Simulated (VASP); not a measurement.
Al3Sc (L1_2) relaxed at rising pressure, in one space group throughout; other phases were not tried. The pressures are those reached. Level of theory: LDA (Ceperley-Alder, Perdew-Zunger), VASP's LDA PAW potentials (set 64) (plane waves; VASP 6.6.1).

```tsv
P (GPa)	V (Å³/atom)	k-mesh
-0.04	16.417	8×8×8
4.99	15.662	8×8×8
9.97	15.055	8×8×8
19.84	14.114	8×8×8
29.81	13.382	8×8×8
```

Task: Fit an equation of state and predict the volume at 44.97 GPa.

Result: Least squares on the third-order Birch-Murnaghan form, P = (3B0/2)(y⁷ − y⁵)[1 + (3/4)(B′ − 4)(y² − 1)] with y = (V0/V)^(1/3), gives V0 = 16.409 Å³/atom, B0 = 98 GPa and B′ = 3.9, and so 12.527 Å³/atom. The run gave 12.520 Å³/atom, -0.1 % from the fit.

Pressures at which the relaxation failed are left out.

The compound is Al3Sc in the L1_2 structure.
